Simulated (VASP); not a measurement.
Method: LDA (Ceperley-Alder, Perdew-Zunger), VASP's LDA PAW potentials (set 64) (plane waves; VASP).

VASP input:

**KPOINTS**
```
Automatic mesh
0
G
 7 7 5
```

### INCAR
```
LASPH = T   # aspherical one-centre terms
LEPSILON = F
LREAL = F
LCHARG = F
ALGO = Normal   # blocked Davidson
ENCUT = 300
NSW = 1   # most ionic steps
LWAVE = F
PREC = Accurate
LMAXMIX = 4   # l cut-off of mixed one-centre charges
EDIFF = 1E-8
ISMEAR = -1   # Fermi-Dirac
SIGMA = 0.1
SYSTEM = Cu2As
NELM = 100   # most electronic steps
ISIF = 2
IBRION = 8
```

### POSCAR
```
Cu2As
1.0
  3.7365890000   0.0000000000   0.0000000000
  0.0000000000   3.7365890000   0.0000000000
  0.0000000000   0.0000000000   5.8217620000
Cu As
4 2
Cartesian
  1.8682945000   1.8682945000   0.0000000000
  0.0000000000   0.0000000000   0.0000000000
  1.8682945000   0.0000000000   1.7462957295
  0.0000000000   1.8682945000   4.0754662705
  1.8682945000   0.0000000000   4.1509745236
  0.0000000000   1.8682945000   1.6707874764
```

POTCAR, in this order: Cu As (LDA.64 set). Program: vasp_std.

Output of the run:

OSZICAR:
```
...
RMM:   8    -0.247692249302E+00   -0.10551E-04   -0.36825E-07  4991   0.325E-03    0.829E-03
RMM:   9    -0.247725274709E+00   -0.33025E-04   -0.86868E-07  4639   0.596E-03    0.988E-03
RMM:  10    -0.247741604256E+00   -0.16330E-04   -0.43612E-07  4690   0.515E-03    0.124E-02
RMM:  11    -0.247748005412E+00   -0.64012E-05   -0.10067E-07  4932   0.200E-03    0.133E-02
RMM:  12    -0.247751492697E+00   -0.34873E-05   -0.35638E-09  4856   0.838E-04    0.137E-02
RMM:  13    -0.247772814741E+00   -0.21322E-04   -0.31252E-07  6726   0.390E-03    0.164E-02
RMM:  14    -0.247751114829E+00    0.21700E-04   -0.41883E-07  6737   0.411E-03    0.136E-02
RMM:  15    -0.247711777807E+00    0.39337E-04   -0.13135E-06  7405   0.751E-03    0.854E-03
RMM:  16    -0.247681709578E+00    0.30068E-04   -0.87239E-07  7153   0.603E-03    0.449E-03
RMM:  17    -0.247651883479E+00    0.29826E-04   -0.96345E-07  7178   0.636E-03    0.278E-04
RMM:  18    -0.247647596056E+00    0.42874E-05   -0.21692E-08  4931   0.100E-03    0.346E-04
RMM:  19    -0.247647109239E+00    0.48682E-06   -0.26858E-09  4817   0.267E-04    0.429E-04
RMM:  20    -0.247651003167E+00   -0.38939E-05   -0.10603E-08  6162   0.848E-04    0.153E-04
RMM:  21    -0.247650749605E+00    0.25356E-06   -0.14747E-09  4525   0.112E-04    0.106E-04
RMM:  22    -0.247649885315E+00    0.86429E-06   -0.25889E-09  4992   0.182E-04    0.149E-05
RMM:  23    -0.247649895861E+00   -0.10546E-07   -0.13852E-09  4729   0.345E-05    0.156E-05
RMM:  24    -0.247650006076E+00   -0.11022E-06    0.32883E-10  4654   0.332E-05    0.259E-06
RMM:  25    -0.247650002493E+00    0.35832E-08   -0.45519E-10  4957   0.151E-05    0.183E-06
 Linear response progress:
  Degree of freedom:   3/  6
       N       E                     dE             d eps       ncg     rms          rms(c)
RMM:   1    -0.246239403716E+00   -0.24624E+00   -0.12985E-01  6795   0.348E+00
RMM:   2    -0.244079934904E+00    0.21595E-02   -0.73955E-03  5455   0.110E+00    0.932E-02
RMM:   3    -0.244447996121E+00   -0.36806E-03   -0.14539E-03  6943   0.245E-01    0.647E-02
RMM:   4    -0.244792930252E+00   -0.34493E-03   -0.20608E-04  6964   0.893E-02    0.106E-02
RMM:   5    -0.244756251679E+00    0.36679E-04   -0.12873E-05  7193   0.198E-02    0.472E-03
RMM:   6    -0.244740512174E+00    0.15740E-04   -0.22240E-06  6873   0.932E-03    0.136E-03
RMM:   7    -0.244740123544E+00    0.38863E-06   -0.29250E-08  5986   0.540E-03    0.586E-04
RMM:   8    -0.244739677289E+00    0.44626E-06   -0.92744E-08  6487   0.206E-03    0.317E-04
RMM:   9    -0.244736154960E+00    0.35223E-05   -0.26772E-08  7375   0.699E-04    0.141E-04
RMM:  10    -0.244735589805E+00    0.56516E-06   -0.68766E-09  6026   0.273E-04    0.515E-05
RMM:  11    -0.244735269775E+00    0.32003E-06   -0.40861E-09  7306   0.213E-04    0.423E-05
RMM:  12    -0.244735154465E+00    0.11531E-06   -0.16764E-09  6058   0.834E-05    0.160E-05
RMM:  13    -0.244735157745E+00   -0.32798E-08    0.59472E-10  7456   0.607E-05    0.530E-06
 Linear response progress:
  Degree of freedom:   4/  6
       N       E                     dE             d eps       ncg     rms          rms(c)
RMM:   1    -0.250444196443E+00   -0.25044E+00   -0.13228E-01  2798   0.363E+00
RMM:   2    -0.247742791132E+00    0.27014E-02   -0.78469E-03  2257   0.115E+00    0.967E-02
RMM:   3    -0.248156751544E+00   -0.41396E-03   -0.16140E-03  2848   0.266E-01    0.627E-02
RMM:   4    -0.248345004965E+00   -0.18825E-03   -0.99713E-05  2317   0.935E-02    0.281E-02
RMM:   5    -0.248472042464E+00   -0.12704E-03   -0.11184E-04  2327   0.122E-01    0.160E-02
RMM:   6    -0.248485229965E+00   -0.13188E-04   -0.35148E-05  2329   0.637E-02    0.405E-03
RMM:   7    -0.248476557239E+00    0.86727E-05   -0.16941E-05  3015   0.222E-02    0.418E-03
RMM:   8    -0.248459944660E+00    0.16613E-04   -0.89746E-07  2866   0.628E-03    0.184E-03
RMM:   9    -0.248458731497E+00    0.12132E-05   -0.11667E-07  2406   0.361E-03    0.768E-04
RMM:  10    -0.248462648258E+00   -0.39168E-05   -0.43481E-08  2336   0.257E-03    0.874E-04
RMM:  11    -0.248458136020E+00    0.45122E-05    0.32361E-10  2503   0.986E-04    0.350E-04
RMM:  12    -0.248454748742E+00    0.33873E-05   -0.15511E-08  3044   0.739E-04    0.134E-04
RMM:  13    -0.248454975680E+00   -0.22694E-06    0.69358E-10  3053   0.155E-04    0.947E-05
RMM:  14    -0.248455174444E+00   -0.19876E-06    0.10214E-09  2991   0.752E-05    0.552E-05
RMM:  15    -0.248455430117E+00   -0.25567E-06    0.75105E-11  3082   0.886E-05    0.558E-06
RMM:  16    -0.248455458304E+00   -0.28187E-07    0.18004E-10  3092   0.268E-05    0.516E-06
RMM:  17    -0.248455466320E+00   -0.80161E-08    0.60770E-11  2976   0.149E-05    0.605E-06
 Linear response progress:
  Degree of freedom:   5/  6
       N       E                     dE             d eps       ncg     rms          rms(c)
RMM:   1    -0.441732118401E-01   -0.44173E-01    0.75340E-02  9516   0.160E+00
RMM:   2    -0.420079810699E-01    0.21652E-02   -0.59140E-03  5509   0.798E-01    0.606E-02
RMM:   3    -0.425969508558E-01   -0.58897E-03   -0.25609E-03  7290   0.247E-01    0.235E-02
RMM:   4    -0.426232934435E-01   -0.26343E-04   -0.94776E-05  7238   0.555E-02    0.952E-03
RMM:   5    -0.426383309153E-01   -0.15037E-04   -0.94520E-06  7124   0.188E-02    0.224E-03
RMM:   6    -0.426385427106E-01   -0.21180E-06   -0.12427E-06  6441   0.735E-03    0.137E-03
RMM:   7    -0.426373515706E-01    0.11911E-05   -0.30664E-07  5850   0.470E-03    0.787E-04
RMM:   8    -0.426356189352E-01    0.17326E-05   -0.12735E-07  6866   0.249E-03    0.203E-04
RMM:   9    -0.426359497918E-01   -0.33086E-06   -0.15201E-08  6764   0.934E-04    0.146E-04
RMM:  10    -0.426357598478E-01    0.18994E-06    0.15214E-08  6435   0.432E-04    0.806E-05
RMM:  11    -0.426356182997E-01    0.14155E-06   -0.12309E-08  5806   0.261E-04    0.289E-05
RMM:  12    -0.426354942785E-01    0.12402E-06   -0.25447E-09  7432   0.164E-04    0.211E-05
RMM:  13    -0.426354933011E-01    0.97739E-09   -0.16958E-09  6541   0.494E-05    0.115E-05
 Linear response progress:
  Degree of freedom:   6/  6
       N       E                     dE             d eps       ncg     rms          rms(c)
RMM:   1    -0.544763025959E-01   -0.54476E-01    0.10553E-01  3431   0.213E+00
RMM:   2    -0.521130532308E-01    0.23632E-02   -0.84418E-03  2254   0.114E+00    0.937E-02
RMM:   3    -0.526112320907E-01   -0.49818E-03   -0.30288E-03  2588   0.407E-01    0.537E-02
RMM:   4    -0.526500749529E-01   -0.38843E-04   -0.68880E-04  2290   0.266E-01    0.386E-02
RMM:   5    -0.526341010991E-01    0.15974E-04   -0.20284E-04  2391   0.129E-01    0.147E-02
RMM:   6    -0.526492567562E-01   -0.15156E-04   -0.10125E-04  2566   0.720E-02    0.680E-03
RMM:   7    -0.526497942648E-01   -0.53751E-06   -0.16786E-05  2663   0.318E-02    0.259E-03
RMM:   8    -0.526488012047E-01    0.99306E-06   -0.40173E-06  2724   0.121E-02    0.172E-03
RMM:   9    -0.526486044355E-01    0.19677E-06   -0.71849E-07  2685   0.509E-03    0.595E-04
RMM:  10    -0.526499823463E-01   -0.13779E-05   -0.80235E-08  2547   0.258E-03    0.357E-04
RMM:  11    -0.526500623313E-01   -0.79985E-07    0.47802E-08  2942   0.111E-03    0.151E-04
RMM:  12    -0.526497612488E-01    0.30108E-06    0.59277E-08  2689   0.561E-04    0.601E-05
RMM:  13    -0.526498242653E-01   -0.63017E-07    0.36096E-08  2995   0.213E-04    0.147E-05
RMM:  14    -0.526498732501E-01   -0.48985E-07    0.47146E-09  2850   0.746E-05    0.672E-06
RMM:  15    -0.526498848728E-01   -0.11623E-07    0.54093E-09  2906   0.313E-05    0.241E-06
RMM:  16    -0.526498769721E-01    0.79007E-08    0.15582E-09  2883   0.147E-05    0.902E-07
 Linear response finished
```

OUTCAR:
```
------------------------ aborting loop because EDIFF is reached ----------------------------------------

   1 f  =    6.985566 THz    43.891606 2PiTHz  233.013402 cm-1    28.889967 meV
             X         Y         Z           dx          dy          dz
      1.868294  1.868294  0.000000     0.000000    0.000000    0.000000
      0.000000  0.000000  0.000000    -0.000000   -0.000000    0.000000
      1.868294  0.000000  1.746296     0.000000   -0.000000    0.387353
      0.000000  1.868294  4.075466    -0.000000    0.000000   -0.387353
      1.868294  0.000000  4.150975     0.000000   -0.000000   -0.591572
      0.000000  1.868294  1.670787    -0.000000    0.000000    0.591572

   2 f  =    6.358326 THz    39.950538 2PiTHz  212.090914 cm-1    26.295910 meV
             X         Y         Z           dx          dy          dz
      1.868294  1.868294  0.000000    -0.000000    0.000000    0.472392
      0.000000  0.000000  0.000000     0.000000   -0.000000    0.472392
      1.868294  0.000000  1.746296    -0.000000   -0.000000    0.085178
      0.000000  1.868294  4.075466     0.000000    0.000000    0.085178
      1.868294  0.000000  4.150975    -0.000000   -0.000000   -0.519221
      0.000000  1.868294  1.670787    -0.000000    0.000000   -0.519221

   3 f  =    6.013953 THz    37.786780 2PiTHz  200.603875 cm-1    24.871699 meV
             X         Y         Z           dx          dy          dz
      1.868294  1.868294  0.000000     0.267968    0.511546   -0.000000
      0.000000  0.000000  0.000000    -0.267968   -0.511546   -0.000000
      1.868294  0.000000  1.746296     0.111114   -0.212115    0.000000
      0.000000  1.868294  4.075466    -0.111114    0.212115    0.000000
      1.868294  0.000000  4.150975     0.153322   -0.292689    0.000000
      0.000000  1.868294  1.670787    -0.153322    0.292689   -0.000000

   4 f  =    6.013953 THz    37.786780 2PiTHz  200.603875 cm-1    24.871699 meV
             X         Y         Z           dx          dy          dz
      1.868294  1.868294  0.000000    -0.511546    0.267968    0.000000
      0.000000  0.000000  0.000000     0.511546   -0.267968   -0.000000
      1.868294  0.000000  1.746296    -0.212115   -0.111114   -0.000000
      0.000000  1.868294  4.075466     0.212115    0.111114   -0.000000
      1.868294  0.000000  4.150975    -0.292689   -0.153322    0.000000
      0.000000  1.868294  1.670787     0.292689    0.153322    0.000000

   5 f  =    5.849554 THz    36.753835 2PiTHz  195.120134 cm-1    24.191802 meV
             X         Y         Z           dx          dy          dz
      1.868294  1.868294  0.000000     0.000000   -0.000000    0.338455
      0.000000  0.000000  0.000000    -0.000000    0.000000    0.338455
      1.868294  0.000000  1.746296     0.000000    0.000000   -0.583449
      0.000000  1.868294  4.075466    -0.000000   -0.000000   -0.583449
      1.868294  0.000000  4.150975     0.000000   -0.000000    0.212215
      0.000000  1.868294  1.670787    -0.000000   -0.000000    0.212215

   6 f  =    4.639885 THz    29.153258 2PiTHz  154.769909 cm-1    19.189014 meV
             X         Y         Z           dx          dy          dz
      1.868294  1.868294  0.000000    -0.285143   -0.405630   -0.000000
      0.000000  0.000000  0.000000    -0.285143   -0.405630    0.000000
      1.868294  0.000000  1.746296    -0.029003   -0.041259   -0.000000
      0.000000  1.868294  4.075466    -0.029003   -0.041259    0.000000
      1.868294  0.000000  4.150975     0.288470    0.410365   -0.000000
      0.000000  1.868294  1.670787     0.288470    0.410365   -0.000000

   7 f  =    4.639885 THz    29.153258 2PiTHz  154.769909 cm-1    19.189014 meV
             X         Y         Z           dx          dy          dz
      1.868294  1.868294  0.000000     0.405630   -0.285143   -0.000000
      0.000000  0.000000  0.000000     0.405630   -0.285143    0.000000
      1.868294  0.000000  1.746296     0.041259   -0.029003    0.000000
      0.000000  1.868294  4.075466     0.041259   -0.029003   -0.000000
      1.868294  0.000000  4.150975    -0.410365    0.288470    0.000000
      0.000000  1.868294  1.670787    -0.410365    0.288470   -0.000000

   8 f  =    4.210324 THz    26.454249 2PiTHz  140.441307 cm-1    17.412495 meV
             X         Y         Z           dx          dy          dz
      1.868294  1.868294  0.000000    -0.000000   -0.000000    0.707107
      0.000000  0.000000  0.000000    -0.000000    0.000000   -0.707107
      1.868294  0.000000  1.746296     0.000000    0.000000    0.000000
      0.000000  1.868294  4.075466     0.000000    0.000000   -0.000000
      1.868294  0.000000  4.150975     0.000000   -0.000000    0.000000
      0.000000  1.868294  1.670787    -0.000000    0.000000   -0.000000

   9 f  =    3.958481 THz    24.871868 2PiTHz  132.040704 cm-1    16.370953 meV
             X         Y         Z           dx          dy          dz
      1.868294  1.868294  0.000000    -0.000000   -0.000000   -0.000000
      0.000000  0.000000  0.000000    -0.000000    0.000000    0.000000
      1.868294  0.000000  1.746296     0.000000   -0.000000    0.591572
      0.000000  1.868294  4.075466     0.000000   -0.000000   -0.591572
      1.868294  0.000000  4.150975     0.000000   -0.000000    0.387353
      0.000000  1.868294  1.670787    -0.000000    0.000000   -0.387353

  10 f  =    3.612327 THz    22.696918 2PiTHz  120.494250 cm-1    14.939376 meV
             X         Y         Z           dx          dy          dz
      1.868294  1.868294  0.000000     0.065560    0.300070    0.000000
      0.000000  0.000000  0.000000     0.065560    0.300070   -0.000000
      1.868294  0.000000  1.746296    -0.125534   -0.574572   -0.000000
      0.000000  1.868294  4.075466    -0.125534   -0.574572   -0.000000
      1.868294  0.000000  4.150975     0.052182    0.238840    0.000000
      0.000000  1.868294  1.670787     0.052182    0.238840    0.000000

  11 f  =    3.612327 THz    22.696918 2PiTHz  120.494250 cm-1    14.939376 meV
             X         Y         Z           dx          dy          dz
      1.868294  1.868294  0.000000     0.300070   -0.065560    0.000000
      0.000000  0.000000  0.000000     0.300070   -0.065560   -0.000000
      1.868294  0.000000  1.746296    -0.574572    0.125534    0.000000
      0.000000  1.868294  4.075466    -0.574572    0.125534   -0.000000
      1.868294  0.000000  4.150975     0.238840   -0.052182    0.000000
      0.000000  1.868294  1.670787     0.238840   -0.052182   -0.000000

  12 f  =    3.463239 THz    21.760175 2PiTHz  115.521232 cm-1    14.322801 meV
             X         Y         Z           dx          dy          dz
      1.868294  1.868294  0.000000     0.372877    0.145975    0.000000
      0.000000  0.000000  0.000000    -0.372877   -0.145975   -0.000000
      1.868294  0.000000  1.746296    -0.207045    0.081055    0.000000
      0.000000  1.868294  4.075466     0.207045   -0.081055   -0.000000
      1.868294  0.000000  4.150975    -0.501646    0.196386    0.000000
      0.000000  1.868294  1.670787     0.501646   -0.196386   -0.000000

...
```
(Selected blocks of OUTCAR.)

The structure comes from a computed database's Cu2As entry (P4/nmm); how it stands against other phases isn't given here. The cell was not relaxed at this level. The run is one of a series of settings (EDIFF = 1E-8, GGA removed, IBRION = 8, LEPSILON = .FALSE., NSW = 1, POTCAR Cu As (LDA.64 set) against the base run), some of them coarse on purpose.
